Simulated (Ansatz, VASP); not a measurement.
**Cross-check of ZnS2 between VASP and Ansatz**

Wanted: the spread between two codes on one cell, functional and k mesh. The cell is taken from a series of runs on this material, whose earlier steps may have relaxed, scaled, displaced or heated it; both programs get it as it stands.

Method: plane waves, with VASP 6.6.1 beside it; G0W0 gap at LDA, in Ansatz 0.2.0.

### 1. Starting point

It takes space group Pa-3 (No. 205, cubic). The conventional cell has a = 5.827 Å, b = 5.827 Å, c = 5.827 Å, α = 90.00°, β = 90.00°, γ = 90.00°. Nearest to Zn lie 6 S at 2.47 Å. S has 1 S at 2.07 Å and 3 Zn at 2.47 Å nearest. Farther neighbours and most contacts between anions are not listed.

Structure file:

```xyz
12
Lattice="5.8274 0.0000 0.0000 0.0000 5.8274 0.0000 0.0000 0.0000 5.8274" Properties=species:S:1:pos:R:3 pbc="T T T"
Zn    2.9137    2.9137    0.0000
Zn    2.9137    0.0000    2.9137
Zn    0.0000    2.9137    2.9137
Zn    0.0000    0.0000    0.0000
S     0.5968    5.2307    2.3169
S     5.2307    2.3169    0.5968
S     2.3169    0.5968    5.2307
S     3.5105    3.5105    3.5105
S     5.2307    0.5968    3.5105
S     0.5968    3.5105    5.2307
S     3.5105    5.2307    0.5968
S     2.3169    2.3169    2.3169
```

### 2. VASP: G0W0 gap, LDA

Quasiparticle shifts depend on high empty states and on the cores, so they are the hardest test of two PAW sets.

Lines of VASP's logs that name or quote its potential files are left out, and so is its time.

The run reads the wave functions of an earlier VASP run, which isn't shown here.

Contents of INCAR:

```
SYSTEM = ZnS2
PREC = Accurate
ENCUT = 430
ISMEAR = 0
SIGMA = 0.01
LREAL = .FALSE.
GGA = CA
NBANDS = 486
ALGO = EVGW0
NELMGW = 1
ENCUTGW = 96
NOMEGA = 64
PRECFOCK = Fast
NBANDSGW = 72
LWAVE = .FALSE.
LCHARG = .FALSE.
```

Contents of POSCAR:

```
ZnS2
1.0
    5.8274395148      0.0000000000      0.0000000000
    0.0000000000      5.8274395148      0.0000000000
    0.0000000000      0.0000000000      5.8274395148
Zn S
4 8
Direct
    0.5000000000      0.5000000000      0.0000000000
    0.5000000000      0.0000000000      0.5000000000
    0.0000000000      0.5000000000      0.5000000000
    0.0000000000      0.0000000000      0.0000000000
    0.1024092400      0.8975907600      0.3975907600
    0.8975907600      0.3975907600      0.1024092400
    0.3975907600      0.1024092400      0.8975907600
    0.6024092400      0.6024092400      0.6024092400
    0.8975907600      0.1024092400      0.6024092400
    0.1024092400      0.6024092400      0.8975907600
    0.6024092400      0.8975907600      0.1024092400
    0.3975907600      0.3975907600      0.3975907600
```

Contents of KPOINTS:

```
Automatic mesh
0
Gamma
2 2 2
0 0 0
```

Potentials, in the order of the species: Zn_sv_GW and S_GW (LDA family, release 64).

Started as:

```console
$ export OMP_NUM_THREADS=3
$ mpirun -np 1 vasp_std
```

Numbers of over 12 decimals in the logs are rounded to 6 here.

What it wrote:

```text
[banner, memory and clock lines left out]
running    1 mpi-ranks, on    1 nodes
 distrk:  each k-point on    1 cores,    1 groups
 distr:  one band on    1 cores,    1 groups
 Offloading initialized ...    1 GPUs detected
 POSCAR found type information on POSCAR ZnS
 POSCAR found :  2 types and      12 ions
|                                                                             |
|           W    W    AA    RRRRR   N    N  II  N    N   GGGG   !!!           |
|           W    W   A  A   R    R  NN   N  II  NN   N  G    G  !!!           |
|           W    W  A    A  R    R  N N  N  II  N N  N  G       !!!           |
|           W WW W  AAAAAA  RRRRR   N  N N  II  N  N N  G  GGG   !            |
|           WW  WW  A    A  R   R   N   NN  II  N   NN  G    G                |
|           W    W  A    A  R    R  N    N  II  N    N   GGGG   !!!           |
|                                                                             |
|     The default for ENCUTGWSOFT is different in this version of VASP.       |
|     please manually set ENCUTGWSOFT =96 in the INCAR file.                  |
|                                                                             |

 LDA part: xc-table for (Slater(with rela. corr.)+CA(PZ))
 , standard interpolation
 found WAVECAR, reading the header
 POSCAR, INCAR and KPOINTS ok, starting setup
 FFT: planning ... GRIDC
 FFT: planning ... GRID_SOFT
 FFT: planning ... GRID
 reading WAVECAR
 the WAVECAR file was read successfully
 initial charge from wavefunction
 available memory per node:   1684.24 GB, setting MAXMEM to   1724664

 The Fermi energy was updated, please check that it is located mid-gap
 values below the HOMO (VB) or above the LUMO (CB) will cause erroneous energies
 E-fermi :   7.0189

 calculate exact exchange contribution
 the WAVEDER file was read successfully
|                                                                             |
|           W    W    AA    RRRRR   N    N  II  N    N   GGGG   !!!           |
|           W    W   A  A   R    R  NN   N  II  NN   N  G    G  !!!           |
|           W    W  A    A  R    R  N N  N  II  N N  N  G       !!!           |
|           W WW W  AAAAAA  RRRRR   N  N N  II  N  N N  G  GGG   !            |
|           WW  WW  A    A  R   R   N   NN  II  N   NN  G    G                |
|           W    W  A    A  R    R  N    N  II  N    N   GGGG   !!!           |
|                                                                             |
|     Automatic setting of frequency mesh for GW failed. Frequency mesh       |
|     properly not suitable for determining QP energies. Consider             |
|     increasing number of kpoints.                                           |
|                                                                             |

energies w=
    0.000    0.000    1.319    0.000    2.636    0.000    3.947    0.000
    5.250    0.000    6.543    0.000    7.824    0.000    9.092    0.000
   10.344    0.000   11.581    0.000   12.802    0.000   14.006    0.000
   15.195    0.000   16.368    0.000   17.527    0.000   18.672    0.000
   19.804    0.000   20.926    0.000   22.038    0.000   23.143    0.000
   24.242    0.000   25.337    0.000   26.431    0.000   27.525    0.000
   28.622    0.000   29.724    0.000   30.834    0.000   31.954    0.000
   33.088    0.000   34.239    0.000   35.409    0.000   36.603    0.000
   37.824    0.000   39.078    0.000   40.367    0.000   41.698    0.000
   43.076    0.000   44.507    0.000   46.000    0.000   47.561    0.000
   49.200    0.000   50.927    0.000   52.755    0.000   54.698    0.000
   56.771    0.000   58.994    0.000   61.388    0.000   63.981    0.000
   66.805    0.000   69.897    0.000   73.306    0.000   77.087    0.000
   81.314    0.000   86.077    0.000   91.491    0.000   97.707    0.000
  104.922    0.000  113.406    0.000  123.527    0.000  135.810    0.000
  151.029    0.000  170.369    0.000  195.742    0.000  230.452    0.000
 responsefunction array rank=     437
 LDA part: xc-table for (Slater(with rela. corr.)+CA(PZ))
 , standard interpolation

 min. memory requirement per mpi rank    824.0 MB, per node    824.0 MB

 allocating  64 responsefunctions rank=   437
 shmem allocating  64 responsefunctions rank=   437
 response function shared by NCSHMEM nodes    1
 Doing            64  frequencies on each core in blocks of            64
NQ=   1    0.0000    0.0000    0.0000,
|.........|.........|.........|.........|.........|.........|.........|.........
 performed        712000 updates of chi_q(r,r)
 total number of BLAS operations       1087.86 Gflops
NQ=   2    0.5000    0.0000    0.0000,
|.........|.........|.........|.........|.........|.........|.........|.........
 performed       1704000 updates of chi_q(r,r)
 total number of BLAS operations       2474.47 Gflops
NQ=   3    0.5000    0.5000    0.0000,
|.........|.........|.........|.........|.........|.........|.........|.........
 performed       2696000 updates of chi_q(r,r)
 total number of BLAS operations       3928.22 Gflops
NQ=   4    0.5000    0.5000    0.5000,
|.........|.........|.........|.........|.........|.........|.........|.........
 performed       3408000 updates of chi_q(r,r)
 total number of BLAS operations       4991.32 Gflops
 resolving degeneracies of screened two electron integrals

 calculate QP shifts <psi_nk| G(iteration)W_0 |psi_nk>: iteration 1
 entering main loop
```

Parts of OUTCAR (step 2):

```text
ion  position               nearest neighbor table
   1  0.500  0.500  0.000-   6 2.47   7 2.47   8 2.47  10 2.47  11 2.47  12 2.47
   2  0.500  0.000  0.500-   5 2.47   7 2.47   8 2.47   9 2.47  11 2.47  12 2.47
   3  0.000  0.500  0.500-   5 2.47   6 2.47   8 2.47   9 2.47  10 2.47  12 2.47
   4  0.000  0.000  0.000-   5 2.47   6 2.47   7 2.47   9 2.47  10 2.47  11 2.47
   5  0.102  0.898  0.398-   9 2.07   3 2.47   4 2.47   2 2.47
   6  0.898  0.398  0.102-  10 2.07   3 2.47   4 2.47   1 2.47
   7  0.398  0.102  0.898-  11 2.07   2 2.47   4 2.47   1 2.47
   8  0.602  0.602  0.602-  12 2.07   2 2.47   3 2.47   1 2.47
   9  0.898  0.102  0.602-   5 2.07   3 2.47   4 2.47   2 2.47
  10  0.102  0.602  0.898-   6 2.07   3 2.47   4 2.47   1 2.47
  11  0.602  0.898  0.102-   7 2.07   2 2.47   4 2.47   1 2.47
  12  0.398  0.398  0.398-   8 2.07   2 2.47   3 2.47   1 2.47

  LATTYP: Found a simple cubic cell.
 ALAT       =     5.8274395148

 Subroutine GETGRP returns: Found 24 space group operations
 (whereof  6 operations were pure point group operations)

The static configuration has the point symmetry S_6 .
 The point group associated with its full space group is T_h .

 Found      4 irreducible k-points:

   k-points           NKPTS =      4   k-points in BZ     NKDIM =      8   number of bands    NBANDS=    486

   dimension x,y,z NGX =    40 NGY =   40 NGZ =   40
   dimension x,y,z NGXF=    80 NGYF=   80 NGZF=   80

   ENCUT  =  430.0 eV  31.60 Ry    5.62 a.u.   9.85  9.85  9.85*2*pi/ulx,y,z

   NELECT =     128.0000    total number of electrons

  energy-cutoff  :      430.00
  volume of cell :      197.89
      direct lattice vectors                 reciprocal lattice vectors
     5.827439515  0.000000000  0.000000000     0.171601953  0.000000000  0.000000000
     0.000000000  5.827439515  0.000000000     0.000000000  0.171601953  0.000000000
     0.000000000  0.000000000  5.827439515     0.000000000  0.000000000  0.171601953

 k-points in reciprocal lattice and weights: Automatic mesh
   0.00000000  0.00000000  0.00000000       0.125
   0.50000000  0.00000000  0.00000000       0.375
   0.50000000  0.50000000  0.00000000       0.375
   0.50000000  0.50000000  0.50000000       0.125

 E-fermi :   7.0189

 QP shifts <psi_nk| G(iteration)W_0 |psi_nk>: iteration 1
 for sc-GW calculations column KS-energies equals QP-energies in previous step
 and V_xc(KS)=  KS-energies - (<T + V_ion + V_H > + <T+V_H+V_ion>^1  + <V_x>^1)
 k-point   1 :       0.0000    0.0000    0.0000
  band No.  KS-energies  QP-energies   sigma(KS)   V_xc(KS)     V^pw_x(r,r')   Z            occupation Imag(sigma)
    ...
     61       5.5441       5.0373     -16.3994     -15.7517     -18.7267       0.7824       2.0000       0.3695
     62       5.5441       5.0373     -16.3994     -15.7517     -18.7267       0.7824       2.0000       0.3695
     63       6.3584       5.9119     -16.7197     -16.1484     -18.9677       0.7816       2.0000       0.3477
     64       6.3584       5.9119     -16.7197     -16.1484     -18.9677       0.7816       2.0000       0.3477
     65       7.6794       8.5934     -10.9350     -12.0975      -6.9840       0.7862       0.0000      -0.4270
     66       8.9172       9.9982     -12.4644     -13.8297      -8.2153       0.7918       0.0000      -0.4282
     67       9.0904      10.1664     -12.1568     -13.5402      -7.8326       0.7777       0.0000      -0.5221
     68       9.0904      10.1664     -12.1568     -13.5402      -7.8326       0.7777       0.0000      -0.5221
    ...

 k-point   2 :       0.5000    0.0000    0.0000
  band No.  KS-energies  QP-energies   sigma(KS)   V_xc(KS)     V^pw_x(r,r')   Z            occupation Imag(sigma)
    ...
     61       4.4967       4.0008     -16.1605     -15.5233     -18.6902       0.7782       2.0000       0.4217
     62       4.4967       4.0008     -16.1605     -15.5233     -18.6902       0.7782       2.0000       0.4217
     63       6.1145       5.6951     -16.1957     -15.6596     -18.3408       0.7823       2.0000       0.3447
     64       6.1145       5.6951     -16.1957     -15.6596     -18.3408       0.7823       2.0000       0.3447
     65       8.0885       8.9914     -11.7827     -12.9289      -7.8687       0.7876       0.0000      -0.4271
     66       8.0885       8.9914     -11.7827     -12.9289      -7.8687       0.7876       0.0000      -0.4271
     67       8.1449       9.0646     -11.9728     -13.1416      -8.0460       0.7869       0.0000      -0.4283
     68       8.1449       9.0646     -11.9728     -13.1416      -8.0460       0.7869       0.0000      -0.4283
    ...

 k-point   3 :       0.5000    0.5000    0.0000
  band No.  KS-energies  QP-energies   sigma(KS)   V_xc(KS)     V^pw_x(r,r')   Z            occupation Imag(sigma)
    ...
     61       4.5991       4.0978     -15.9095     -15.2664     -18.3565       0.7796       2.0000       0.4125
     62       4.5991       4.0978     -15.9095     -15.2664     -18.3565       0.7796       2.0000       0.4125
     63       4.5991       4.0978     -15.9095     -15.2664     -18.3565       0.7796       2.0000       0.4125
     64       4.5991       4.0978     -15.9095     -15.2664     -18.3565       0.7796       2.0000       0.4125
     65       7.9828       8.8855     -11.8112     -12.9537      -7.9431       0.7901       0.0000      -0.4106
     66       7.9828       8.8855     -11.8112     -12.9537      -7.9431       0.7901       0.0000      -0.4106
     67       7.9828       8.8855     -11.8112     -12.9537      -7.9431       0.7901       0.0000      -0.4106
     68       7.9828       8.8855     -11.8112     -12.9537      -7.9431       0.7901       0.0000      -0.4106
    ...

 k-point   4 :       0.5000    0.5000    0.5000
  band No.  KS-energies  QP-energies   sigma(KS)   V_xc(KS)     V^pw_x(r,r')   Z            occupation Imag(sigma)
    ...
     61       3.7456       3.0599     -17.4398     -16.5515     -20.6058       0.7720       2.0000       0.4896
     62       3.7456       3.0599     -17.4398     -16.5515     -20.6058       0.7720       2.0000       0.4896
     63       3.7456       3.0599     -17.4398     -16.5515     -20.6058       0.7720       2.0000       0.4896
     64       3.7456       3.0599     -17.4398     -16.5515     -20.6058       0.7720       2.0000       0.4896
     65       8.0743       8.9883     -11.9612     -13.1133      -8.1098       0.7933       0.0000      -0.4068
     66       8.0743       8.9883     -11.9612     -13.1133      -8.1098       0.7933       0.0000      -0.4068
     67       8.0743       8.9883     -11.9612     -13.1133      -8.1098       0.7933       0.0000      -0.4068
     68       8.0743       8.9883     -11.9612     -13.1133      -8.1098       0.7933       0.0000      -0.4068
    ...
```

(Part 1 of 2 ends here.)

[Lines on the potential files, build, host, timing and source positions are cut from VASP's logs without a mark.]

[Logs are printed without paths, hosts, clocks, repeated set-up lines and the standing remarks that a program may print on its own settings, such as how far it seeks lower states.]

[Hosts, paths, dates, database ids (printed as entryN), source tags and the programs' standing remarks are cut or masked in the printed files.]
